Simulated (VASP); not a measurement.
Calculation: PBE GGA, VASP's PBE PAW potentials (set 64) (plane waves; VASP 6.6.1).

A VASP calculation is set up with these files.

**POSCAR**
```
W
1
   -1.5800000000     1.5800000000     1.5800000000
    1.5800000000    -1.5800000000     1.5800000000
    1.5800000000     1.5800000000    -1.5800000000
W
1
Direct
  0.0000000000   0.0000000000   0.0000000000
```

**KPOINTS**
```
kpoints
0
gamma
 15 15 15
0 0 0
```

INCAR:
```
ALGO = Normal
EDIFF = 1E-6
EDIFFG = -0.01
ENCUT = 520
GGA = PE
IBRION = 2
ISIF = 3
ISMEAR = 1
LASPH = .True.
LCHARG = .False.
LMAXMIX = 6
LREAL = .False.
LWAVE = .False.
NELM = 100
NSW = 60
PREC = Accurate
SIGMA = 0.1
SYSTEM = W
```

POTCAR, in this order: W_sv (PBE.64 set). Program: vasp_std.

Output of the run:

OSZICAR:
```
       N       E                     dE             d eps       ncg     rms          rms(c)
DAV:   1     0.766855474965E+02    0.76686E+02   -0.78539E+03  2648   0.145E+03
DAV:   2    -0.119574480168E+02   -0.88643E+02   -0.85404E+02  2832   0.330E+02
DAV:   3    -0.135486193096E+02   -0.15912E+01   -0.15675E+01  3004   0.437E+01
DAV:   4    -0.135580141533E+02   -0.93948E-02   -0.93964E-02  2843   0.348E+00
DAV:   5    -0.135580806102E+02   -0.66457E-04   -0.66457E-04  2994   0.313E-01    0.211E+01
DAV:   6    -0.130770910282E+02    0.48099E+00   -0.56055E-01  2817   0.101E+01    0.851E+00
DAV:   7    -0.129487144383E+02    0.12838E+00   -0.30059E-01  2909   0.691E+00    0.614E-01
DAV:   8    -0.129441445140E+02    0.45699E-02   -0.35468E-03  2733   0.866E-01    0.130E-01
DAV:   9    -0.129441767699E+02   -0.32256E-04   -0.45383E-05  2967   0.903E-02    0.657E-02
DAV:  10    -0.129441715564E+02    0.52135E-05   -0.10466E-05  2874   0.493E-02    0.128E-02
DAV:  11    -0.129441721624E+02   -0.60598E-06   -0.13718E-07  1522   0.467E-03
   1 F= -.12944172E+02 E0= -.12944329E+02  d E =-.129442E+02
       N       E                     dE             d eps       ncg     rms          rms(c)
DAV:   1    -0.145781130293E+02   -0.16339E+01   -0.41129E+01  2697   0.104E+02    0.133E+01
DAV:   2    -0.130390244936E+02    0.15391E+01   -0.26675E+00  2673   0.204E+01    0.365E+00
DAV:   3    -0.128388854878E+02    0.20014E+00   -0.62208E-01  2765   0.997E+00    0.200E+00
DAV:   4    -0.128423479319E+02   -0.34624E-02   -0.93299E-03  2738   0.131E+00    0.836E-01
DAV:   5    -0.128433607228E+02   -0.10128E-02   -0.18441E-03  2846   0.522E-01    0.189E-02
DAV:   6    -0.128433598958E+02    0.82704E-06   -0.16950E-05  2847   0.531E-02    0.124E-02
DAV:   7    -0.128433612390E+02   -0.13432E-05   -0.60826E-07  1716   0.120E-02    0.195E-03
DAV:   8    -0.128433610821E+02    0.15694E-06   -0.38467E-08  1383   0.314E-03
   2 F= -.12843361E+02 E0= -.12843515E+02  d E =0.100811E+00
       N       E                     dE             d eps       ncg     rms          rms(c)
DAV:   1    -0.139561911902E+02   -0.11128E+01   -0.22555E+01  2703   0.719E+01    0.133E+01
DAV:   2    -0.131072273538E+02    0.84896E+00   -0.12206E+00  2685   0.156E+01    0.278E+00
DAV:   3    -0.129530472879E+02    0.15418E+00   -0.41214E-01  2741   0.859E+00    0.259E+00
DAV:   4    -0.129539022071E+02   -0.85492E-03   -0.95847E-03  2750   0.132E+00    0.116E-01
DAV:   5    -0.129536606651E+02    0.24154E-03   -0.14941E-03  2840   0.504E-01    0.189E-02
DAV:   6    -0.129536531480E+02    0.75171E-05   -0.16309E-05  2763   0.605E-02    0.162E-02
DAV:   7    -0.129536533532E+02   -0.20517E-06   -0.69095E-07  1668   0.114E-02
   3 F= -.12953653E+02 E0= -.12953805E+02  d E =-.948119E-02
       N       E                     dE             d eps       ncg     rms          rms(c)
DAV:   1    -0.129537541823E+02   -0.10103E-03   -0.20739E-03  2715   0.720E-01    0.120E-01
DAV:   2    -0.129536785447E+02    0.75638E-04   -0.11132E-04  2709   0.144E-01    0.278E-02
DAV:   3    -0.129536657104E+02    0.12834E-04   -0.37167E-05  2760   0.804E-02    0.216E-02
DAV:   4    -0.129536668757E+02   -0.11653E-05   -0.78777E-07  1748   0.126E-02    0.300E-03
DAV:   5    -0.129536668157E+02    0.60032E-07   -0.15600E-07  1326   0.558E-03
   4 F= -.12953667E+02 E0= -.12953819E+02  d E =-.949465E-02
```

### OUTCAR
```
------------------------ aborting loop because EDIFF is reached ----------------------------------------
  FORCE on cell =-STRESS in cart. coord.  units (eV):
  Direction    XX          YY          ZZ          XY          YZ          ZX
  --------------------------------------------------------------------------------------
  Total       -0.0026398     -0.0026398     -0.0026398     -0.0000000     -0.0000000      0.0000000
  in kB       -0.2615669     -0.2615669     -0.2615669     -0.0000000     -0.0000000      0.0000000
  external PRESSURE =      -0.2615669 kB  Pullay stress =       0.0000000 kB
  volume of cell :       16.17
      direct lattice vectors                 reciprocal lattice vectors
    -1.592984167  1.592984167  1.592984167     0.000000000  0.313876315  0.313876315
     1.592984167 -1.592984167  1.592984167     0.313876315  0.000000000  0.313876315
     1.592984167  1.592984167 -1.592984167     0.313876315  0.313876315  0.000000000
 POSITION                                       TOTAL-FORCE (eV/Angst)
 -----------------------------------------------------------------------------------
     -0.00000      0.00000      0.00000         0.000000      0.000000     -0.000000
 -----------------------------------------------------------------------------------
    total drift:                                0.000000     -0.000000      0.000000
  FREE ENERGIE OF THE ION-ELECTRON SYSTEM (eV)
  ---------------------------------------------------
  free  energy   TOTEN  =       -12.9536668157 eV

  energy  without entropy=      -12.9541230444  energy(sigma->0) =      -12.95381889

 reached required accuracy - stopping structural energy minimisation
```
(Selected blocks of OUTCAR.)

File CONTCAR:
```
W
   1.00000000000000
    -1.5929841667289599    1.5929841667289599    1.5929841667289599
     1.5929841667289599   -1.5929841667289599    1.5929841667289599
     1.5929841667289599    1.5929841667289599   -1.5929841667289599
  W
     1
Direct
     0.0000000000000000    0.0000000000000000    0.0000000000000000
```

Energy and stress use the plane-wave basis of the starting cell.

The compound is W in the bcc structure. This run relaxes it. Symmetry was kept, so distortions that lower it aren't found.
